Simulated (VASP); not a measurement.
Method: PBE GGA, VASP's PBE PAW potentials (set 64) (plane waves; VASP).

Input for VASP

INCAR:
```
SYSTEM = ZnS
PREC = Accurate
ENCUT = 480
EDIFF = 1E-7
NELM = 100
ALGO = Normal
LREAL = .FALSE.
LASPH = .TRUE.
ISMEAR = 0
SIGMA = 0.05
GGA = PE
LMAXMIX = 4
LWAVE = .FALSE.
LCHARG = .FALSE.
ISIF = 3
IBRION = 2
NSW = 40
EDIFFG = -0.01
PSTRESS = 10
```

### POSCAR
```
ZnS
1
    0.0000000000     2.7205248769     2.7205248769
    2.7205248769    -0.0000000000     2.7205248769
    2.7205248769     2.7205248769     0.0000000000
Zn S
1 1
Direct
  0.0000000000   0.0000000000   0.0000000000
  0.2500000000   0.2500000000   0.2500000000
```

### KPOINTS
```
Automatic mesh
0
Gamma
8 8 8
0 0 0
```

POTCAR, in this order: Zn S (PBE.64 set). Program: vasp_std.

What VASP printed:

### OSZICAR
```
       N       E                     dE             d eps       ncg     rms          rms(c)
DAV:   1     0.886624238124E+02    0.88662E+02   -0.88659E+03   754   0.156E+03
DAV:   2    -0.120482105206E+01   -0.89867E+02   -0.85344E+02   834   0.282E+02
DAV:   3    -0.720341346000E+01   -0.59986E+01   -0.59742E+01   919   0.727E+01
DAV:   4    -0.727776944399E+01   -0.74356E-01   -0.74335E-01   854   0.864E+00
DAV:   5    -0.727899131456E+01   -0.12219E-02   -0.12219E-02   924   0.110E+00    0.682E+00
DAV:   6    -0.686738599906E+01    0.41161E+00   -0.95748E-01  1130   0.364E+01    0.527E+00
DAV:   7    -0.685189694077E+01    0.15489E-01   -0.33048E-01   784   0.561E+00    0.268E+00
DAV:   8    -0.685142325665E+01    0.47368E-03   -0.55068E-03   884   0.703E-01    0.771E-01
DAV:   9    -0.685172369851E+01   -0.30044E-03   -0.10936E-03   837   0.313E-01    0.122E-01
DAV:  10    -0.685186735925E+01   -0.14366E-03   -0.14320E-04   864   0.127E-01    0.564E-02
DAV:  11    -0.685188920941E+01   -0.21850E-04   -0.33483E-05   827   0.759E-02    0.743E-03
DAV:  12    -0.685189041459E+01   -0.12052E-05   -0.27774E-06   885   0.192E-02    0.521E-03
DAV:  13    -0.685189029516E+01    0.11943E-06   -0.30476E-07   855   0.127E-02    0.546E-04
DAV:  14    -0.685189027588E+01    0.19274E-07   -0.82988E-08   580   0.261E-03
   1 F= -.66005411E+01 E0= -.66005411E+01  d E =-.660054E+01
       N       E                     dE             d eps       ncg     rms          rms(c)
DAV:   1    -0.688823009874E+01   -0.36340E-01   -0.49917E-01   904   0.162E+01    0.144E+00
DAV:   2    -0.685426186938E+01    0.33968E-01   -0.12586E-01   899   0.119E+01    0.546E-01
DAV:   3    -0.685037936948E+01    0.38825E-02   -0.48350E-03   817   0.846E-01    0.245E-01
DAV:   4    -0.684946333462E+01    0.91603E-03   -0.64454E-04   897   0.411E-01    0.134E-01
DAV:   5    -0.684931409001E+01    0.14924E-03   -0.15461E-04  1152   0.255E-01    0.297E-02
DAV:   6    -0.684930959829E+01    0.44917E-05   -0.46534E-05   809   0.820E-02    0.115E-02
DAV:   7    -0.684930929500E+01    0.30329E-06   -0.18553E-06   904   0.199E-02    0.617E-03
DAV:   8    -0.684930921778E+01    0.77218E-07   -0.48007E-07   799   0.758E-03
   2 F= -.66015205E+01 E0= -.66015205E+01  d E =-.979424E-03
       N       E                     dE             d eps       ncg     rms          rms(c)
DAV:   1    -0.685240755405E+01   -0.30983E-02   -0.28033E-02   889   0.393E+00    0.337E-01
DAV:   2    -0.685054017551E+01    0.18674E-02   -0.65485E-03   894   0.248E+00    0.130E-01
DAV:   3    -0.685031719459E+01    0.22298E-03   -0.25600E-04   779   0.147E-01    0.586E-02
DAV:   4    -0.685026398445E+01    0.53210E-04   -0.26038E-05   879   0.812E-02    0.291E-02
DAV:   5    -0.685025380006E+01    0.10184E-04   -0.82525E-06  1123   0.609E-02    0.573E-03
DAV:   6    -0.685025370671E+01    0.93354E-07   -0.28133E-06   789   0.225E-02    0.298E-03
DAV:   7    -0.685025391127E+01   -0.20456E-06   -0.14962E-07   402   0.896E-03    0.105E-03
DAV:   8    -0.685025389380E+01    0.17465E-07   -0.52932E-08   392   0.460E-03
   3 F= -.66016265E+01 E0= -.66016265E+01  d E =-.108548E-02
```

File OUTCAR:
```
------------------------ aborting loop because EDIFF is reached ----------------------------------------
  FORCE on cell =-STRESS in cart. coord.  units (eV):
  Direction    XX          YY          ZZ          XY          YZ          ZX
  --------------------------------------------------------------------------------------
  Total        0.2512036      0.2512036      0.2512036      0.0000000      0.0000000      0.0000000
  in kB       10.1036175     10.1036175     10.1036175      0.0000000      0.0000000      0.0000000
  external PRESSURE =       0.1036175 kB  Pullay stress =      10.0000000 kB
  volume of cell :       39.83
      direct lattice vectors                 reciprocal lattice vectors
    -0.000000000  2.710669023  2.710669023    -0.184456308  0.184456308  0.184456308
     2.710669023 -0.000000000  2.710669023     0.184456308 -0.184456308  0.184456308
     2.710669023  2.710669023  0.000000000     0.184456308  0.184456308 -0.184456308
  FREE ENERGIE OF THE ION-ELECTRON SYSTEM (eV)
  ---------------------------------------------------
  free  energy   TOTEN  =        -6.8502538938 eV

  energy  without entropy=       -6.8502538938  energy(sigma->0) =       -6.85025389
  enthalpy is  TOTEN    =        -6.6016265492 eV   P V=        0.2486273446

 reached required accuracy - stopping structural energy minimisation
```
(Selected blocks of OUTCAR.)

File CONTCAR:
```
ZnS
   1.00000000000000
    -0.0000000000000000    2.7106690232785997    2.7106690232785997
     2.7106690232785997   -0.0000000000000000    2.7106690232785997
     2.7106690232785997    2.7106690232785997    0.0000000000000000
  Zn              S
     1     1
Direct
     0.0000000000000000    0.0000000000000000    0.0000000000000000
     0.2500000000000000    0.2500000000000000    0.2500000000000000
```

The compound is ZnS in the zinc blende structure. This run relaxes it under an external pressure of 1 GPa. Symmetry was kept, so distortions that lower it aren't found.
